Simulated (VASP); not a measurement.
Computed with PBEsol GGA, VASP's PBE PAW potentials (set 64) (plane waves; VASP).

VASP ran on this input.

### INCAR
```
LDIPOL = .True.
IBRION = 2   ! conjugate gradients
LASPH = .True.   ! aspherical one-centre terms
GGA = PS   ! PBEsol
LREAL = .False.   ! projection in real space or not
DIPOL = 0.5 0.5 0.5
SYSTEM = RuAl(110) slab
ALGO = Normal   ! blocked Davidson
SIGMA = 0.1   ! width (eV)
NSW = 50   ! most ionic steps
EDIFF = 1E-5   ! SCF stop (eV)
LCHARG = .False.
ISIF = 2
EDIFFG = -0.03
PREC = Normal
ENCUT = 400   ! plane-wave cut-off (eV)
LMAXMIX = 4   ! l cut-off of mixed one-centre charges
ISMEAR = 1
NELM = 100
IDIPOL = 3
NELMIN = 4
LWAVE = .True.
```

File POSCAR:
```
RuAl(110) slab
1.0
  2.9766884396   0.0000000000   0.0000000000
  0.0000000000   4.2096736087   0.0000000000
  0.0000000000   0.0000000000  25.4574021250
Al Ru
5 5
Cartesian
  1.4883442198   0.0000000000   8.5190395897
  1.4883442198   2.1048368044  10.6238575974
  1.4883442198   0.0000000000  12.7287010625
  1.4883442198   2.1048368044  14.8335445276
  1.4883442198   0.0000000000  16.9383625353
  0.0000000000   2.1048368044   8.5190395897
  0.0000000000   0.0000000000  10.6238575974
  0.0000000000   2.1048368044  12.7287010625
  0.0000000000   0.0000000000  14.8335445276
  0.0000000000   2.1048368044  16.9383625353
```

KPOINTS:
```
K-points
0
Gamma
 9 7 1
```

POTCAR, in this order: Al Ru_pv (PBE.64 set). Program: vasp_std.

The run wrote:

File OUTCAR:
```
 ion  position               nearest neighbor table
   1  0.500  0.000  0.335-   7 2.58   7 2.58   6 2.58   6 2.58   6 2.58   6 2.58   2 2.98   2 2.98
  LATTYP: Found a simple orthorhombic cell.
 ALAT       =     2.9766884396
 B/A-ratio  =     1.4142137124
 C/A-ratio  =     8.5522561872
 Subroutine PRICEL returns:
 Original cell was already a primitive cell.
 Subroutine GETGRP returns: Found  8 space group operations
The static configuration has the point symmetry D_2h.
The dynamic configuration has the point symmetry D_2h.
 Subroutine INISYM returns: Found  8 space group operations
 Subroutine IBZKPT returns following result:
 Found     20 irreducible k-points:

 Following reciprocal coordinates:
            Coordinates               Weight
  0.000000  0.000000  0.000000      1.000000
  0.111111  0.000000  0.000000      2.000000
  0.222222  0.000000  0.000000      2.000000
  0.333333  0.000000  0.000000      2.000000
  0.444444  0.000000  0.000000      2.000000
  0.000000  0.142857  0.000000      2.000000
  0.111111  0.142857  0.000000      4.000000
  0.222222  0.142857  0.000000      4.000000
  0.333333  0.142857  0.000000      4.000000
  0.444444  0.142857  0.000000      4.000000
  0.000000  0.285714  0.000000      2.000000
  0.111111  0.285714  0.000000      4.000000
  0.222222  0.285714  0.000000      4.000000
  0.333333  0.285714  0.000000      4.000000
  0.444444  0.285714  0.000000      4.000000
  0.000000  0.428571  0.000000      2.000000
  0.111111  0.428571  0.000000      4.000000
  0.222222  0.428571  0.000000      4.000000
  0.333333  0.428571  0.000000      4.000000
  0.444444  0.428571  0.000000      4.000000
   k-points           NKPTS =     20   k-points in BZ     NKDIM =     20   number of bands    NBANDS=     51
   number of dos      NEDOS =    301   number of ions     NIONS =     10
   total plane-waves  NPLWV =  48384
   dimension x,y,z NGX =    16 NGY =   24 NGZ =  126
   dimension x,y,z NGXF=    32 NGYF=   48 NGZF=  252
   ions per type =               5   5
   PREC   = normal    normal or accurate (medium, high low for compatibility)
   ISTART =      0    job   : 0-new  1-cont  2-samecut
   ICHARG =      2    charge: 1-file 2-atom 10-const
   ISPIN  =      1    spin polarized calculation?
   LNONCOLLINEAR =      F non collinear calculations
   LSORBIT =      F    spin-orbit coupling
   INIWAV =      1    electr: 0-lowe 1-rand  2-diag
   ENCUT  =  400.0 eV  29.40 Ry    5.42 a.u.   4.85  6.86 41.51*2*pi/ulx,y,z
   NELM   =    100;   NELMIN=  4; NELMDL= -5     # of ELM steps
   EDIFF  = 0.1E-04   stopping-criterion for ELM
   LREAL  =      F    real-space projection
   NLSPLINE    = F    spline interpolate recip. space projectors
   LMAXMIX     =    4 max onsite mixed and CHGCAR
   VOSKOWN=      0    Vosko Wilk Nusair interpolation
   EDIFFG = -.3E-01   stopping-criterion for IOM
   NSW    =     50    number of steps for IOM
   NBLOCK =      1;   KBLOCK =     50    inner block; outer block
   IBRION =      2    ionic relax: 0-MD 1-quasi-New 2-CG
   NFREE  =      1    steps in history (QN), initial steepest desc. (CG)
   ISIF   =      2    stress and relaxation
   ISYM   =      2    0-nonsym 1-usesym 2-fastsym
   TEIN   =    0.0    initial temperature
   TEBEG  =    0.0;   TEEND  =   0.0 temperature during run
   SMASS  =  -3.00    Nose mass-parameter (am)
   PSTRESS=    0.0 pullay stress
   NELECT =      85.0000    total number of electrons
   EFERMI =   0.00;   METHOD = LEGACY
   ISMEAR =     1;   SIGMA  =   0.10  broadening in eV -4-tet -1-fermi 0-gaus
   IALGO  =     38    algorithm
   LDIAG  =      T    sub-space diagonalisation (order eigenvalues)
   IMIX   =      4    mixing-type and parameters
     AMIX     =   0.40;   BMIX     =  1.00
...
```

OSZICAR:
```
       N       E                     dE             d eps       ncg     rms          rms(c)
DAV:   1     0.566138902855E+03    0.56614E+03   -0.43973E+04  2704   0.120E+03
DAV:   2    -0.535446027356E+02   -0.61968E+03   -0.60105E+03  2280   0.354E+02
DAV:   3    -0.785894562242E+02   -0.25045E+02   -0.23963E+02  2616   0.621E+01
DAV:   4    -0.793807668026E+02   -0.79131E+00   -0.78632E+00  2848   0.101E+01
DAV:   5    -0.794117922367E+02   -0.31025E-01   -0.31019E-01  3029   0.169E+00    0.277E+01
DAV:   6    -0.826728188490E+02   -0.32610E+01   -0.66735E+01  2321   0.400E+01    0.221E+01
DAV:   7    -0.838982043503E+02   -0.12254E+01   -0.10304E+02  2456   0.556E+01    0.233E+01
DAV:   8    -0.742714777585E+02    0.96267E+01   -0.27951E+01  2351   0.253E+01    0.688E+00
DAV:   9    -0.738198863282E+02    0.45159E+00   -0.36908E+00  2390   0.989E+00    0.392E+00
DAV:  10    -0.737336479906E+02    0.86238E-01   -0.84826E-01  2327   0.645E+00    0.290E+00
DAV:  11    -0.736477900537E+02    0.85858E-01   -0.27043E-01  2267   0.390E+00    0.207E+00
DAV:  12    -0.736206723463E+02    0.27118E-01   -0.83690E-02  2578   0.196E+00    0.104E+00
DAV:  13    -0.736151944769E+02    0.54779E-02   -0.21334E-02  2645   0.722E-01    0.390E-01
DAV:  14    -0.736154767494E+02   -0.28227E-03   -0.62152E-03  2402   0.537E-01    0.211E-01
DAV:  15    -0.736157278936E+02   -0.25114E-03   -0.39660E-03  2410   0.368E-01    0.108E-01
DAV:  16    -0.736162554517E+02   -0.52756E-03   -0.10458E-03  2323   0.178E-01    0.619E-02
DAV:  17    -0.736167994847E+02   -0.54403E-03   -0.48698E-04  2273   0.875E-02    0.291E-02
DAV:  18    -0.736170522526E+02   -0.25277E-03   -0.74764E-05  2243   0.302E-02    0.161E-02
DAV:  19    -0.736173635744E+02   -0.31132E-03   -0.58571E-05  1701   0.249E-02    0.598E-03
DAV:  20    -0.736174274400E+02   -0.63866E-04   -0.83277E-06  1450   0.137E-02    0.569E-03
DAV:  21    -0.736175006880E+02   -0.73248E-04   -0.31962E-05  1552   0.149E-02    0.354E-03
DAV:  22    -0.736175339498E+02   -0.33262E-04   -0.28809E-06  1374   0.840E-03    0.288E-03
DAV:  23    -0.736175728188E+02   -0.38869E-04   -0.17611E-06  1270   0.514E-03    0.167E-03
DAV:  24    -0.736176131489E+02   -0.40330E-04   -0.31815E-06  1404   0.422E-03    0.135E-03
DAV:  25    -0.736176263345E+02   -0.13186E-04   -0.95165E-07  1279   0.367E-03    0.407E-04
DAV:  26    -0.736176298621E+02   -0.35277E-05   -0.33064E-07  1104   0.171E-03
   1 F= -.73617630E+02 E0= -.73616831E+02  d E =-.736176E+02
       N       E                     dE             d eps       ncg     rms          rms(c)
DAV:   1    -0.736129361422E+02    0.46902E-02   -0.12874E+00  2247   0.114E+01    0.176E-01
DAV:   2    -0.736212398319E+02   -0.83037E-02   -0.82900E-02  2070   0.174E+00    0.222E-01
DAV:   3    -0.736211436484E+02    0.96183E-04   -0.72011E-03  2416   0.549E-01    0.220E-01
DAV:   4    -0.736206309779E+02    0.51267E-03   -0.19735E-03  2445   0.310E-01    0.657E-02
DAV:   5    -0.736206602383E+02   -0.29260E-04   -0.43345E-04  2503   0.182E-01    0.647E-02
DAV:   6    -0.736206300522E+02    0.30186E-04   -0.16550E-04  2333   0.120E-01    0.209E-02
DAV:   7    -0.736206350794E+02   -0.50272E-05   -0.23874E-05  1202   0.321E-02
   2 F= -.73620635E+02 E0= -.73620019E+02  d E =-.300522E-02
       N       E                     dE             d eps       ncg     rms          rms(c)
DAV:   1    -0.735939564500E+02    0.26674E-01   -0.48772E+00  2279   0.222E+01    0.345E-01
DAV:   2    -0.736249030273E+02   -0.30947E-01   -0.30914E-01  2073   0.337E+00    0.422E-01
DAV:   3    -0.736246294756E+02    0.27355E-03   -0.26103E-02  2408   0.104E+00    0.429E-01
DAV:   4    -0.736226548372E+02    0.19746E-02   -0.76518E-03  2456   0.656E-01    0.126E-01
DAV:   5    -0.736227494867E+02   -0.94650E-04   -0.16576E-03  2516   0.347E-01    0.123E-01
DAV:   6    -0.736226325306E+02    0.11696E-03   -0.65261E-04  2325   0.235E-01    0.407E-02
DAV:   7    -0.736226388523E+02   -0.63216E-05   -0.10439E-04  2307   0.651E-02    0.144E-02
DAV:   8    -0.736226387323E+02    0.11992E-06   -0.57516E-06  1074   0.150E-02
   3 F= -.73622639E+02 E0= -.73622411E+02  d E =-.500887E-02
       N       E                     dE             d eps       ncg     rms          rms(c)
DAV:   1    -0.736203411874E+02    0.22977E-02   -0.70299E-01  2239   0.864E+00    0.186E-01
DAV:   2    -0.736293609463E+02   -0.90198E-02   -0.62945E-02  2196   0.161E+00    0.659E-01
DAV:   3    -0.736242091966E+02    0.51517E-02   -0.17888E-02  2411   0.104E+00    0.850E-02
DAV:   4    -0.736243027370E+02   -0.93540E-04   -0.91078E-04  2359   0.156E-01    0.604E-02
DAV:   5    -0.736243183154E+02   -0.15578E-04   -0.24542E-04  2473   0.131E-01    0.493E-02
DAV:   6    -0.736242996375E+02    0.18678E-04   -0.15604E-04  2153   0.114E-01    0.246E-02
DAV:   7    -0.736242990143E+02    0.62317E-06   -0.24009E-05  1455   0.407E-02
   4 F= -.73624299E+02 E0= -.73624094E+02  d E =-.166028E-02
       N       E                     dE             d eps       ncg     rms          rms(c)
DAV:   1    -0.736120109181E+02    0.12289E-01   -0.23792E+00  2255   0.159E+01    0.343E-01
DAV:   2    -0.736421677589E+02   -0.30157E-01   -0.21140E-01  2208   0.293E+00    0.119E+00
DAV:   3    -0.736251346203E+02    0.17033E-01   -0.55748E-02  2379   0.179E+00    0.156E-01
DAV:   4    -0.736254233983E+02   -0.28878E-03   -0.32411E-03  2343   0.304E-01    0.112E-01
DAV:   5    -0.736254745675E+02   -0.51169E-04   -0.92711E-04  2454   0.263E-01    0.947E-02
DAV:   6    -0.736253916817E+02    0.82886E-04   -0.56489E-04  2351   0.215E-01    0.431E-02
DAV:   7    -0.736253871608E+02    0.45209E-05   -0.84125E-05  2152   0.720E-02
   5 F= -.73625387E+02 E0= -.73625224E+02  d E =-.274843E-02
       N       E                     dE             d eps       ncg     rms          rms(c)
DAV:   1    -0.736240743888E+02    0.13173E-02   -0.35763E-01  2246   0.583E+00    0.129E-01
DAV:   2    -0.736282808346E+02   -0.42064E-02   -0.31255E-02  2134   0.108E+00    0.434E-01
DAV:   3    -0.736259524750E+02    0.23284E-02   -0.82377E-03  2430   0.681E-01    0.652E-02
DAV:   4    -0.736259589187E+02   -0.64437E-05   -0.41971E-04  2495   0.131E-01    0.437E-02
DAV:   5    -0.736259603271E+02   -0.14084E-05   -0.19998E-04  2317   0.133E-01    0.444E-02
DAV:   6    -0.736259403019E+02    0.20025E-04   -0.78710E-05  2038   0.825E-02    0.122E-02
DAV:   7    -0.736259419943E+02   -0.16924E-05   -0.73966E-06  1062   0.174E-02
   6 F= -.73625942E+02 E0= -.73625641E+02  d E =-.554833E-03
```

OUTCAR:
```
------------------------ aborting loop because EDIFF is reached ----------------------------------------
  FORCE on cell =-STRESS in cart. coord.  units (eV):
  Direction    XX          YY          ZZ          XY          YZ          ZX
  --------------------------------------------------------------------------------------
  Total       -4.2016663     -5.5082017     -0.3603805      0.0000000      0.0000000      0.0000000
  in kB      -21.1026138    -27.6646083     -1.8099893      0.0000000      0.0000000      0.0000000
  external PRESSURE =     -16.8590705 kB  Pullay stress =       0.0000000 kB
  volume of cell :      319.00
      direct lattice vectors                 reciprocal lattice vectors
     2.976688440  0.000000000  0.000000000     0.335943791  0.000000000  0.000000000
     0.000000000  4.209673609  0.000000000     0.000000000  0.237548108  0.000000000
     0.000000000  0.000000000 25.457402125     0.000000000  0.000000000  0.039281306
 POSITION                                       TOTAL-FORCE (eV/Angst)
 -----------------------------------------------------------------------------------
      1.48834      4.20967      8.54846        -0.000000     -0.000000     -0.003941
      1.48834      2.10484     10.63390        -0.000000     -0.000000     -0.002666
      1.48834      4.20967     12.72870        -0.000000     -0.000000      0.000000
      1.48834      2.10484     14.82350        -0.000000     -0.000000      0.002666
      1.48834      0.00000     16.90894        -0.000000     -0.000000      0.003941
      2.97669      2.10484      8.55472        -0.000000     -0.000000     -0.009130
      0.00000      4.20967     10.64728        -0.000000     -0.000000      0.004504
      0.00000      2.10484     12.72870        -0.000000     -0.000000      0.000000
      2.97669      4.20967     14.81012        -0.000000     -0.000000     -0.004504
      0.00000      2.10484     16.90268         0.000000      0.000000      0.009130
 -----------------------------------------------------------------------------------
    total drift:                                0.000000      0.000000      0.000000
  FREE ENERGIE OF THE ION-ELECTRON SYSTEM (eV)
  ---------------------------------------------------
  free  energy   TOTEN  =       -73.6259419943 eV

  energy  without entropy=      -73.6250375633  energy(sigma->0) =      -73.62564052

 reached required accuracy - stopping structural energy minimisation
```
(Selected blocks of OUTCAR.)

**CONTCAR**
```
RuAl(110) slab
   1.00000000000000
     2.9766884396000002    0.0000000000000000    0.0000000000000000
     0.0000000000000000    4.2096736087000002    0.0000000000000000
     0.0000000000000000    0.0000000000000000   25.4574021250000015
  Al              Ru
     5     5
Direct
     0.5000000000000000    1.0000000000000000    0.3357946932725415
     0.5000000000000000    0.5000000000000000    0.4177133833125868
     0.5000000000000000    1.0000000000000000    0.5000000000000000
     0.5000000000000000    0.5000000000000000    0.5822866166874132
     0.5000000000000000    0.0000000000000000    0.6642053067274585
     1.0000000000000000    0.5000000000000000    0.3360407596756384
     0.0000000000000000    1.0000000000000000    0.4182391434160958
     0.0000000000000000    0.5000000000000000    0.5000000000000000
     1.0000000000000000    1.0000000000000000    0.5817608565839042
     0.0000000000000000    0.5000000000000000    0.6639592403243615
```

File OUTCAR:
```
 val. band max:        1.7358922005   @ k =   0.0000   0.4286   0.0000

 cond. band min:       1.7593927359   @ k =   0.1111   0.2857   0.0000


 Fermi energy:         1.7499293231

 k-point     1 :       0.0000    0.0000    0.0000
  band No.  band energies     occupation
      1     -40.2062      2.00000
      2     -40.2004      2.00000
      3     -40.1359      2.00000
      4     -40.1244      2.00000
      5     -40.0673      2.00000
      6     -40.0637      2.00000
      7     -39.9977      2.00000
      8     -39.9783      2.00000
      9     -39.9679      2.00000
     10     -39.9677      2.00000
     11     -39.9625      2.00000
     12     -39.9130      2.00000
     13     -39.9115      2.00000
     14     -39.9100      2.00000
     15     -39.9099      2.00000
     16      -7.7445      2.00000
     17      -6.8623      2.00000
     18      -5.5668      2.00000
     19      -4.4563      2.00000
     20      -4.2880      2.00000
     21      -1.9605      2.00000
     22      -1.8691      2.00000
     23      -1.8459      2.00000
     24      -1.7641      2.00000
     25      -1.4278      2.00000
     26      -1.4042      2.00000
     27      -1.2669      2.00000
     28      -0.8073      2.00000
     29      -0.0868      2.00000
     30       0.2095      2.00000
     31       0.2382      2.00000
     32       0.5663      2.00000
     33       0.5971      2.00000
     34       0.7166      2.00000
     35       0.7975      2.00000
     36       0.8386      2.00000
     37       0.8965      2.00000
     38       1.2111      2.00000
     39       1.2122      2.00000
     40       1.2991      2.00000
     41       1.6423      2.06273
     42       1.6976      1.76566
     43       1.7359      1.23540
     44       1.8548     -0.05888
     45       1.8608     -0.06610
     46       1.9194     -0.03758
     47       1.9371     -0.02369
     48       3.9220      0.00000
     49       5.0385      0.00000
     50       6.1947      0.00000
     51       6.2564      0.00000
...
```

The cell is a thin slab with vacuum, built from RuAl (CsCl type): (110) face.
